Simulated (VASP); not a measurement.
A VASP calculation is set up with these files.

POSCAR:
```
Ir
1
   -0.0000000000     1.9435590460     1.9435590460
    1.9435590460     0.0000000000     1.9435590460
    1.9435590460     1.9435590460    -0.0000000000
Ir
1
Direct
  0.0000000000   0.0000000000   0.0000000000
```

**KPOINTS**
```
K-points
0
Gamma
 14 14 14
0 0 0
```

### INCAR
```
SYSTEM = Ir
PREC = Accurate; ENCUT = 520; LREAL = .FALSE.
LASPH = .TRUE.
EDIFF = 1E-6; NELM = 100; ALGO = Normal
LMAXMIX = 6
ISMEAR = 1; SIGMA = 0.1
GGA = RP
IBRION = 2; NSW = 60; ISIF = 3
EDIFFG = -0.01
LWAVE = .FALSE.; LCHARG = .FALSE.
```

POTCAR, in this order: Ir (PBE.64 set). Program: vasp_std.

### Question
Write an equivalent input for Quantum ESPRESSO's pw.x.

### Answer
One equivalent input (not run):
```
&CONTROL
  calculation = 'vc-relax'
  pseudo_dir = './pseudo'
  outdir = './out'
  tprnfor = .true.
  tstress = .true.
  nstep = 60
  forc_conv_thr = 0.00039
/
&SYSTEM
  ibrav = 0
  nat = 1
  ntyp = 1
  ecutwfc = 68
  occupations = 'smearing'
  smearing = 'methfessel-paxton'
  degauss = 0.00735
  input_dft = 'rpbe'
/
&ELECTRONS
  conv_thr = 7.3e-08
  electron_maxstep = 100
/
&IONS
/
&CELL
/
ATOMIC_SPECIES
  Ir 192.217 Ir.upf
CELL_PARAMETERS angstrom
    -0.0000000    1.9435590    1.9435590
     1.9435590    0.0000000    1.9435590
     1.9435590    1.9435590   -0.0000000
ATOMIC_POSITIONS crystal
  Ir   0.0000000  0.0000000  0.0000000
K_POINTS automatic
  14 14 14 0 0 0
```
The two are equivalent in intent, not identical: the potentials are each code's own (VASP's PAW set, PseudoDojo norm-conserving files in pw.x), so ENCUT and ecutwfc are chosen apart and not converted; conv_thr bounds pw.x's estimated SCF error, while EDIFF bounds the energy change between steps; forc_conv_thr acts on force components and is met together with etot_conv_thr.

The compound is Ir in the fcc structure. This run relaxes it. Symmetry was kept, so distortions that lower it aren't found. The start is the result of an earlier pass.
